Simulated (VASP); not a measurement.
Input of a VASP 6.6.1 run:

Contents of INCAR:

```
SYSTEM = Ge
  PREC = Accurate
  ENCUT = 350
  EDIFF = 1E-7
  ISMEAR = 0
  SIGMA = 0.02
  LREAL = .FALSE.
  LASPH = .TRUE.
  NELM = 60
  ALGO = Normal
  ISIF = 2
  LWAVE = .FALSE.
  LCHARG = .FALSE.
  GGA = CA
```

Contents of KPOINTS:

```
Automatic mesh
0
G
  6 6 6
  0 0 0
```

The input POSCAR:

```
Ge                                      
1.0
    0.0000000000      2.8107730864      2.8107730864
    2.8107730864      0.0000000000      2.8107730864
    2.8107730864      2.8107730864      0.0000000000
  Ge            
     2
Direct
     0.0000000000000000    0.0000000000000000    0.0000000000000000
     0.2500000000000000    0.2500000000000000    0.2500000000000000
```

Potentials or basis: VASP PAW LDA potentials, release 64 (Ge_d).

Run with:

```console
$ cat potpaw_LDA.64/Ge_d/POTCAR > POTCAR
$ mpirun -np 1 vasp_std > vasp.out
```

What does it give for the band gap on the k mesh?

0.03 eV, direct.

**Experimental background.**

“Electronic and optical properties of SixGe1-x-ySny alloys lattice-matched to Ge”, 2021, arxiv:2109.02782 reports, for a bulk crystal of Ge at 293 K: band gap 0.666 eV (indirect).

A measured gap of Ge is 0.666 eV (indirect; 293 K; “Electronic and optical properties of SixGe1-x-ySny alloys lattice-matched to Ge”, 2021, arxiv:2109.02782); the calculated 0.03 eV misses it by -0.63 eV. 3 values of this kind are on record (0.666 to 0.807 eV); this one was drawn at random among those near their median. Spin-orbit coupling on Ge is left out. The value is that of LDA on a finite k mesh, which can miss the band edges, without temperature or zero-point motion. Semilocal functionals fall short of measured gaps as a rule.
